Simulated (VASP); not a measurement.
Here is the system:

```
AlP
1.0
    0.00000     2.63582     2.63582
    2.63582     0.00000     2.63582
    2.63582     2.63582     0.00000
Al P
1 1
Cartesian
  0.00000   0.00000   0.00000
  1.31791   1.31791   1.31791
```

All values below come from LDA (Ceperley-Alder, Perdew-Zunger), VASP's LDA PAW potentials (set 64) (plane waves; VASP). Numerical set-up: 500 eV cut-off, 9×9×9 Γ-centred mesh, Gaussian smearing of 0.050 eV, potentials Al P.

Problem. Predict the energy per atom (σ→0), pressure.

Solution. 
```
Property                        Value
---------------------  --------------
energy per atom (σ→0)  -5.656 eV/atom
pressure                     9.95 GPa
```

The absolute energy has meaning only against runs of the same code, potentials and settings.

The compound is AlP in the zinc blende structure. It was relaxed first under an external pressure of 10 GPa.
